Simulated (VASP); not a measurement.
A convergence study with VASP on ZnO (wurtzite): one setting is varied, all else stays as given below, so the limit is that of these other settings.

```yaml
crystal:
  lattice:
    - [1.62500, -2.81458, 0.00000]
    - [1.62500, 2.81458, 0.00000]
    - [0.00000, 0.00000, 5.21000]
  atoms:
    - { symbol: Zn, position: [0.66667, 0.33333, 0.50000] }
    - { symbol: Zn, position: [0.33333, 0.66667, 0.00000] }
    - { symbol: O, position: [0.66667, 0.33333, 0.88200] }
    - { symbol: O, position: [0.33333, 0.66667, 0.38200] }
```

These are PBEsol GGA, VASP's PBE PAW potentials (set 64) (plane waves; VASP) values and carry that method's errors. The tightest run used: 700 eV cut-off, 17×17×9 Γ-centred mesh, tetrahedra with Blöchl corrections, potentials Zn O.

| setting | E (eV/atom) | pressure (GPa) | irreducible k-points |
|---|---|---|---|
| 3×3×2 mesh | -4.8221 | -0.62 | 6 |
| 4×4×2 mesh | -4.8469 | -0.85 | 8 |
| 5×5×3 mesh | -4.8526 | -0.84 | 10 |

### Question
These are the cheaper rows. Estimate the results at 17×17×9 mesh, and how far the last row shown lies from them.

### Answer

```json
[
 {"quantity": "E (eV/atom)", "tightest run": "-4.8547", "last row shown is off by": "0.0021"},
 {"quantity": "pressure (GPa)", "tightest run": "-0.83", "last row shown is off by": "-0.01"}
]
```

Left out are rungs that failed or repeat a setting and relaxations that didn't move; long series are thinned to 24 rows.

The compound is ZnO in the wurtzite structure. The cell was not relaxed at this level.
